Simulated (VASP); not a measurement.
# RPA total energies of BAs, part 2 of 2

How do semilocal functionals compare with the RPA for BAs, and at what cost? The scan starts from a database cell scaled to its smallest volume. The cell is of the zinc-blende type. The start is a cell from a database of measured crystal structures.

VASP 6.6.1, plane waves and PAW; the level of theory is named at each step.

So far. Step 25 (Empty bands, volume ratio 1.03): WAVECAR now holds 608 bands for 8 electrons. Step 26 (RPA correlation, volume ratio 1.03): The correlation energy is -6.1852 eV an atom, +2 meV against the point before. With exact exchange the total is -15.6902 eV an atom.

### 27. Comparison: r2SCAN, volume ratio 1.03

This step: r2SCAN; plane waves and PAW (As_GW, B_GW) (VASP 6.6.1).

The input, INCAR:

```
SYSTEM = BAs
PREC = Accurate
ENCUT = 440
EDIFF = 1E-06
NELM = 100
ISMEAR = 0
SIGMA = 0.05
LREAL = .FALSE.
ALGO = Normal
METAGGA = R2SCAN
LASPH = .TRUE.
NBANDS = 10
LWAVE = .FALSE.
LCHARG = .FALSE.
KPAR = 8
```

The input, POSCAR:

```
BAs
1.0
    0.0000000000      2.4121500529      2.4121500529
    2.4121500529      0.0000000000      2.4121500529
    2.4121500529      2.4121500529      0.0000000000
As B
1 1
Direct
    0.7500000000      0.7500000000      0.7500000000
    0.0000000000      0.0000000000      0.0000000000
```

The input, KPOINTS:

```
Automatic mesh
0
Gamma
6 6 6
0 0 0
```

PAW data sets: As_GW and B_GW (PBE family, release 64).

Run with:

```bash
> mpirun -np 8 vasp_std
```

Wall time 6.6 s (8 MPI ranks of Intel Xeon Platinum 8259CL at 2.50GHz (Skylake/Cascade Lake), shared host); peak memory 1.1 GiB.

Its energy is -11.1182 eV an atom, on a zero of its own.

### 28. Orbitals for comparison: HSE06, volume ratio 1.03

This step: PBE; plane waves and PAW (As_GW, B_GW) (VASP 6.6.1).

The input, INCAR:

```
SYSTEM = BAs
PREC = Accurate
ENCUT = 440
EDIFF = 1E-05
NELM = 100
ISMEAR = 0
SIGMA = 0.05
LREAL = .FALSE.
ALGO = Normal
GGA = PE
NBANDS = 10
LORBIT = 11
LWAVE = .TRUE.
LCHARG = .FALSE.
KPAR = 8
```

POSCAR is that of step 27.

KPOINTS is that of step 27.

Run with:

```bash
> mpirun -np 8 vasp_std
```

Wall time 1.8 s (8 MPI ranks); peak memory 1 GiB.

The run ends at a pressure of -0.67 GPa.

### 29. Comparison: HSE06, volume ratio 1.03

This step: HSE06; plane waves and PAW (As_GW, B_GW) (VASP 6.6.1).

The input, INCAR:

```
SYSTEM = BAs
PREC = Accurate
ENCUT = 440
EDIFF = 1E-06
NELM = 100
ISMEAR = 0
SIGMA = 0.05
LREAL = .FALSE.
ALGO = Normal
LHFCALC = .TRUE.
AEXX = 0.25
GGA = PE
HFSCREEN = 0.2
LASPH = .TRUE.
NBANDS = 10
PRECFOCK = Fast
LWAVE = .FALSE.
LCHARG = .FALSE.
KPAR = 8
```

POSCAR is that of step 28.

KPOINTS is that of step 28.

The run starts from files that an earlier step left in the folder.

Run with:

```bash
> mpirun -np 8 vasp_std
```

It took 23 s on 8 MPI ranks; peak memory 1.8 GiB; 2.9 min of CPU time.

Its energy is -6.6169 eV an atom, on a zero of its own.

### 30. Orbitals, volume ratio 1.06

This step: PBE; plane waves and PAW (As_GW, B_GW) (VASP 6.6.1).

The same chain follows at a volume ratio of 1.06.

The input, INCAR:

```
SYSTEM = BAs
PREC = Accurate
ENCUT = 440
EDIFF = 1E-08
NELM = 100
ISMEAR = 0
SIGMA = 0.05
LREAL = .FALSE.
ALGO = Normal
GGA = PE
NBANDS = 10
LORBIT = 11
LWAVE = .TRUE.
LCHARG = .FALSE.
KPAR = 8
```

The input, POSCAR:

```
BAs
1.0
    0.0000000000      2.4353452264      2.4353452264
    2.4353452264      0.0000000000      2.4353452264
    2.4353452264      2.4353452264      0.0000000000
As B
1 1
Direct
    0.7500000000      0.7500000000      0.7500000000
    0.0000000000      0.0000000000      0.0000000000
```

KPOINTS is that of step 29.

Run with:

```bash
> mpirun -np 8 vasp_std
```

Elapsed: 2.6 s, on 8 MPI ranks; peak memory 1 GiB.

The run ends at a pressure of -4.19 GPa.

### 31. Exact exchange, volume ratio 1.06

This step: Hartree-Fock energy on PBE orbitals; plane waves and PAW (As_GW, B_GW) (VASP 6.6.1).

The input, INCAR:

```
SYSTEM = BAs
PREC = Accurate
ENCUT = 440
ISMEAR = 0
SIGMA = 0.05
LREAL = .FALSE.
GGA = PE
NBANDS = 10
ALGO = Eigenval
NELM = 1
LHFCALC = .TRUE.
AEXX = 1
ALDAC = 0
AGGAC = 0
PRECFOCK = Normal
LWAVE = .FALSE.
LCHARG = .FALSE.
```

POSCAR is that of step 30.

KPOINTS is that of step 30.

The WAVECAR or CHGCAR of an earlier step is read.

Run with:

```bash
> mpirun -np 8 vasp_std
```

Run time: 20 s. Hardware: 8 MPI ranks; peak memory 0.86 GiB.

The Hartree-Fock energy on these orbitals is -9.4924 eV an atom.

### 32. Empty bands, volume ratio 1.06

This step: PBE; plane waves and PAW (As_GW, B_GW) (VASP 6.6.1).

The input, INCAR:

```
SYSTEM = BAs
PREC = Accurate
ENCUT = 440
ISMEAR = 0
SIGMA = 0.05
LREAL = .FALSE.
GGA = PE
NBANDS = 616
ALGO = Exact
NELM = 1
LWAVE = .TRUE.
LCHARG = .FALSE.
LOPTICS = .TRUE.
NEDOS = 1000
CSHIFT = 0.1
```

POSCAR is that of step 31.

KPOINTS is that of step 31.

Run with:

```bash
> mpirun -np 8 vasp_std
```

Wall time 5 s (8 MPI ranks); peak memory 1.1 GiB.

WAVECAR now holds 616 bands for 8 electrons.

### 33. RPA correlation, volume ratio 1.06

This step: RPA correlation on PBE orbitals; plane waves and PAW (As_GW, B_GW) (VASP 6.6.1).

The input, INCAR:

```
SYSTEM = BAs
PREC = Accurate
ENCUT = 440
ISMEAR = 0
SIGMA = 0.05
LREAL = .FALSE.
GGA = PE
NBANDS = 616
ALGO = ACFDT
ENCUTGW = 200
NOMEGA = 12
PRECFOCK = Fast
LWAVE = .FALSE.
LCHARG = .FALSE.
```

POSCAR is that of step 32.

KPOINTS is that of step 32.

Run with:

```bash
> mpirun -np 8 vasp_std
```

Wall time 2.4 min (8 MPI ranks); peak memory 2.6 GiB.

The correlation energy is -6.1849 eV an atom, +0 meV against the point before. With exact exchange the total is -15.6772 eV an atom.

### 34. Comparison: r2SCAN, volume ratio 1.06

This step: r2SCAN; plane waves and PAW (As_GW, B_GW) (VASP 6.6.1).

The input, INCAR:

```
SYSTEM = BAs
PREC = Accurate
ENCUT = 440
EDIFF = 1E-06
NELM = 100
ISMEAR = 0
SIGMA = 0.05
LREAL = .FALSE.
ALGO = Normal
METAGGA = R2SCAN
LASPH = .TRUE.
NBANDS = 10
LWAVE = .FALSE.
LCHARG = .FALSE.
KPAR = 8
```

POSCAR is that of step 33.

KPOINTS is that of step 33.

Run with:

```bash
> mpirun -np 8 vasp_std
```

Wall time 6.6 s (8 MPI ranks); peak memory 1.1 GiB; 48 s of CPU time.

Its energy is -11.1053 eV an atom, on a zero of its own.

### 35. Orbitals for comparison: HSE06, volume ratio 1.06

This step: PBE; plane waves and PAW (As_GW, B_GW) (VASP 6.6.1).

The input, INCAR:

```
SYSTEM = BAs
PREC = Accurate
ENCUT = 440
EDIFF = 1E-05
NELM = 100
ISMEAR = 0
SIGMA = 0.05
LREAL = .FALSE.
ALGO = Normal
GGA = PE
NBANDS = 10
LORBIT = 11
LWAVE = .TRUE.
LCHARG = .FALSE.
KPAR = 8
```

POSCAR is that of step 34.

KPOINTS is that of step 34.

Run with:

```bash
> mpirun -np 8 vasp_std
```

Run time: 1.6 s. Hardware: 8 MPI ranks; peak memory 1 GiB; 9 s of CPU time.

The run ends at a pressure of -4.17 GPa.

### 36. Comparison: HSE06, volume ratio 1.06

This step: HSE06; plane waves and PAW (As_GW, B_GW) (VASP 6.6.1).

The input, INCAR:

```
SYSTEM = BAs
PREC = Accurate
ENCUT = 440
EDIFF = 1E-06
NELM = 100
ISMEAR = 0
SIGMA = 0.05
LREAL = .FALSE.
ALGO = Normal
LHFCALC = .TRUE.
AEXX = 0.25
GGA = PE
HFSCREEN = 0.2
LASPH = .TRUE.
NBANDS = 10
PRECFOCK = Fast
LWAVE = .FALSE.
LCHARG = .FALSE.
KPAR = 8
```

POSCAR is that of step 35.

KPOINTS is that of step 35.

The run starts from files that an earlier step left in the folder.

Run with:

```bash
> mpirun -np 8 vasp_std
```

It took 22 s on 8 MPI ranks; peak memory 1.8 GiB; 2.8 min of CPU time.

Its energy is -6.6008 eV an atom, on a zero of its own.

### 37. Summary

This step: exact exchange and RPA correlation on PBE orbitals, beside r2SCAN, beside HSE06; plane waves and PAW (VASP 6.6.1).

Derived from the runs above.

This step gave:

- equilibrium volume, EXX+RPA: 13.71 Å³/atom
- bulk modulus: 143.9 GPa

Table of energy above the lowest point by volume; values in meV/atom:

| volume (Å³/atom) | PBE | EXX | EXX+RPA | r2SCAN | HSE06 |
| --- | --- | --- | --- | --- | --- |
| 12.809 | 45.5 | 36.1 | 29.3 | 28.7 | 22.1 |
| 13.217 | 17.9 | 10.8 | 8.10 | 7.84 | 4.59 |
| 13.626 | 3.37 | 0 | 0 | 0 | 0 |
| 14.035 | 0 | 1.72 | 3.22 | 3.30 | 6.53 |
| 14.444 | 6.25 | 14.3 | 16.1 | 16.2 | 22.6 |

Cost is wall time times ranks on a shared host; the RPA row holds all its steps. Fits of the equation of state:

| level | V0 (Å³/atom) | B0 (GPa) | fit error (meV/atom) | minimum inside the series | cost a point (core minutes) |
| --- | --- | --- | --- | --- | --- |
| PBE | 13.96 | 132 | 0.001962 | yes | 0.34 |
| EXX | 13.77 | 157.1 | 0.002036 | yes | 3.32 |
| EXX+RPA | 13.71 | 143.9 | 0.003508 | yes | 23.21 |
| r2SCAN | 13.7 | 142 | 0.002064 | yes | 0.94 |
| HSE06 | 13.58 | 146.9 | 0.001947 | yes | 3.28 |

### 38. Summary of results

```
PBE     : V0 13.96 Å³/atom, B0 132 GPa
EXX     : V0 13.77 Å³/atom, B0 157 GPa
EXX+RPA : V0 13.71 Å³/atom, B0 144 GPa
r2SCAN  : V0 13.70 Å³/atom, B0 142 GPa
HSE06   : V0 13.58 Å³/atom, B0 147 GPa
```

Exact exchange with RPA correlation puts the minimum at 13.71 Å³ an atom, with a bulk modulus of 144 GPa. PBE puts the volume 1.9 % above EXX+RPA, at roughly 1/68 of its cost. r2SCAN puts the volume 0.038 % below EXX+RPA, at roughly 1/25 of its cost. HSE06 puts the volume 0.91 % below EXX+RPA, at roughly 1/7 of its cost. Correlation shrinks the exact-exchange volume by 0.46 %. Neither mesh nor response cutoff was varied, so differences in volume under about 1 % aren't resolved. Exact exchange and correlation are taken on one coarse mesh and aren't self-consistent; the correlation energy is extrapolated in the response cutoff by the program, which at the first volume adds -287 meV an atom to the value at the highest cutoff and varies with the volume; a small fit error says nothing about that part. NBANDS follows the largest plane-wave count of any k point, which rises in steps with the volume. The cheaper functionals share the mesh. Not tabulated here, as repeats of values shown or as unfit to read for their mesh, reference level or band range: eps2 curves (empty bands); eps1 curves and static values (empty bands); gaps (empty bands).

[Long decimals in the printed logs are rounded to 6 places.]

[Lines on the potential files, build, host, timing and source positions are cut from VASP's logs without a mark.]

[Logs are printed without paths, hosts, clocks, repeated set-up lines and the standing remarks that a program may print on its own settings, such as how far it seeks lower states.]

[Hosts, paths, dates, database ids (printed as entryN), source tags and the programs' standing remarks are cut or masked in the printed files.]

[Measured values are set beside computed ones only where the two were judged alike; some that the calculation misses by far are left out.]

[Pressures printed for these runs are not shown converged in the cutoff: they can be off by several GPa and have the wrong sign.]
